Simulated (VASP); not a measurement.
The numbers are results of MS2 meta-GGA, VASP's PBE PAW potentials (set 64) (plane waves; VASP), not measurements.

A VASP calculation is set up with these files.

INCAR:
```
ISMEAR = 0   # Gaussian
LMAXMIX = 4   # l cut-off of mixed one-centre charges
LASPH = T   # aspherical one-centre terms
METAGGA = MS2
SYSTEM = CsSnI3
PREC = Accurate
NSW = 60   # most ionic steps
EDIFFG = -0.02   # ionic stop
LWAVE = F
NELM = 100
LREAL = F   # projection in real space or not
SIGMA = 0.05
EDIFF = 1E-6   # SCF stop (eV)
ALGO = Normal   # blocked Davidson
IBRION = 2   # conjugate gradients
ENCUT = 520   # plane-wave cut-off (eV)
LMIXTAU = T
ISIF = 3   # ions, shape and volume
LCHARG = F
```

**KPOINTS**
```
K-points
0
Gamma
4 4 4
0 0 0
```

### POSCAR
```
CsSnI3
1
    6.0888275450    -0.0000000000    -0.0000000000
   -0.0000000000     6.0888275450    -0.0000000000
    0.0000000000     0.0000000000     6.0888275450
Cs Sn I
1 1 3
Direct
  0.0000000000   0.0000000000   0.0000000000
  0.5000000000   0.5000000000   0.5000000000
  0.5000000000   0.0000000000   0.5000000000
  0.0000000000   0.5000000000   0.5000000000
  0.5000000000   0.5000000000   0.0000000000
```

POTCAR, in this order: Cs_sv Sn_d I (PBE.64 set). Program: vasp_std.

### Question
What will the output report for the number of irreducible k-points (NKPTS), largest plane-wave count, number of space-group operations, FFT grid (NGX, NGY, NGZ)?

### Answer

- number of irreducible k-points (NKPTS): 10
- largest plane-wave count: 6094
- number of space-group operations: 48
- FFT grid (NGX, NGY, NGZ): 48 × 48 × 48

The compound is CsSnI3 in the cubic perovskite structure, the ideal cubic form; the compound distorts at low or room temperature. This run relaxes it. Symmetry was kept, so distortions that lower it aren't found. The start is the result of an earlier pass.
